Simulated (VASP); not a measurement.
A VASP calculation is set up with these files.

**INCAR**
```
SYSTEM = Mo
PREC = Accurate; ENCUT = 520; LREAL = .False.
LASPH = .True.
EDIFF = 1E-6; NELM = 100; ALGO = Normal
LMAXMIX = 4; LMIXTAU = .True.
ISMEAR = 1; SIGMA = 0.1
METAGGA = R2SCAN; LUSE_VDW = .True.; BPARAM = 11.95
CPARAM = 0.0093
IBRION = 2; NSW = 60; ISIF = 3
EDIFFG = -0.01
LWAVE = .False.; LCHARG = .False.
```

### POSCAR
```
Mo
1
   -1.5750000000     1.5750000000     1.5750000000
    1.5750000000    -1.5750000000     1.5750000000
    1.5750000000     1.5750000000    -1.5750000000
Mo
1
Direct
  0.0000000000   0.0000000000   0.0000000000
```

### KPOINTS
```
kpoints
0
Gamma
 15 15 15
0 0 0
```

POTCAR, in this order: Mo_sv (PBE.64 set). Program: vasp_std.

Question: Write an equivalent input for Ansatz.

Answer: One equivalent input (not run):
Ansatz 0.2 input:
```yaml
crystal:
  lattice:
    - [-1.5750000, 1.5750000, 1.5750000]
    - [1.5750000, -1.5750000, 1.5750000]
    - [1.5750000, 1.5750000, -1.5750000]
  atoms:
    - { symbol: Mo, position: [0.0000000, 0.0000000, 0.0000000] }
kpoints:
  mp_grid: { grid: [15, 15, 15] }
hamiltonian:
  xc: r2scan
  dispersion: rvv10
  pseudopotentials: { kind: paw }
scf:
  occupations: { method: methfessel_paxton, width: 0.1 }
  max_iter: 100
relax:
  max_steps: 60
  f_tol: 0.01
  cell: {}
output: { forces: true, stress: true, eigenvalues: true }
```
What does not carry over: each code has its own PAW files, so the cut-off isn't converted (ENCUT is set for VASP's; basis.ecutwfc is left out, and Ansatz then takes the one that its files recommend); Ansatz stops its SCF on the density residual and VASP on the energy change (EDIFF).

The compound is Mo in the bcc structure. The cell was not relaxed at this level.
